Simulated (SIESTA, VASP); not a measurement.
An input for SIESTA (GGA PBEsol, numerical atomic orbitals DZP, PseudoDojo PBEsol standard norm-conserving potentials (rewritten from UPF to PSML)):

```
# files in the folder: Sr.psml Pd.psml (PseudoDojo PBEsol standard)
SystemName  SrPd2
SystemLabel siesta

NumberOfAtoms                6
NumberOfSpecies              2
%block ChemicalSpeciesLabel
  1 38 Sr
  2 46 Pd
%endblock ChemicalSpeciesLabel
LatticeConstant              1.0 Bohr
%block LatticeVectors
     0.000000000    7.288507367    7.288507367
     7.288507367    0.000000000    7.288507367
     7.288507367    7.288507367    0.000000000
%endblock LatticeVectors
AtomicCoordinatesFormat      Fractional
%block AtomicCoordinatesAndAtomicSpecies
     0.750000000    0.750000000    0.750000000  1
     0.500000000    0.500000000    0.500000000  1
     0.125000000    0.625000000    0.125000000  2
     0.125000000    0.125000000    0.125000000  2
     0.625000000    0.125000000    0.125000000  2
     0.125000000    0.125000000    0.625000000  2
%endblock AtomicCoordinatesAndAtomicSpecies

XC.functional                GGA
XC.authors                   PBEsol
PAO.BasisSize                DZP
PAO.EnergyShift              0.01 Ry
MeshCutoff                   400 Ry
%block kgrid.MonkhorstPack
    7   0   0  0.0
    0   7   0  0.0
    0   0   7  0.0
%endblock kgrid.MonkhorstPack
OccupationFunction           MP
OccupationMPOrder            0
ElectronicTemperature        136.0 meV

MaxSCFIterations             150
SCF.Mixer.Method             Broyden
SCF.Mixer.Weight             0.1
SCF.Mixer.History            6
SCF.DM.Tolerance             1.0E-05
Diag.ParallelOverK           true
WriteForces                  true
```

Problem. Write the VASP files for the same calculation.

Solution. One set of files that does it:

File KPOINTS:
```
Automatic mesh
0
Gamma
7 7 7
0 0 0
```

File POSCAR:
```
SrPd2
1
    0.0000000000     3.8569120000     3.8569120000
    3.8569120000     0.0000000000     3.8569120000
    3.8569120000     3.8569120000     0.0000000000
Sr Pd
2 4
Direct
  0.7500000000   0.7500000000   0.7500000000
  0.5000000000   0.5000000000   0.5000000000
  0.1250000000   0.6250000000   0.1250000000
  0.1250000000   0.1250000000   0.1250000000
  0.6250000000   0.1250000000   0.1250000000
  0.1250000000   0.1250000000   0.6250000000
```

### INCAR
```
! general
SYSTEM =SrPd2
PREC   =Accurate
ENCUT  =300
LREAL  =F
LASPH  =T

! electronic loop
EDIFF  =1E-6
NELM   =100
ALGO   =Normal
LMAXMIX=4

! smearing
ISMEAR =0
SIGMA  =0.136

! functional
GGA    =PS

! ions
ISIF   =2

! output
LWAVE  =F
LCHARG =F
```

POTCAR, in this order: Sr_sv Pd (PBE.64 set). Program: vasp_std.

The two runs describe the same crystal, functional and task. Each code takes its own potentials, basis and convergence tests.

The structure comes from a computed database's SrPd2 entry (Fd-3m); how it stands against other phases isn't given here. The cell was not relaxed at this level, and its volume differs by -5.9 % from the start's.
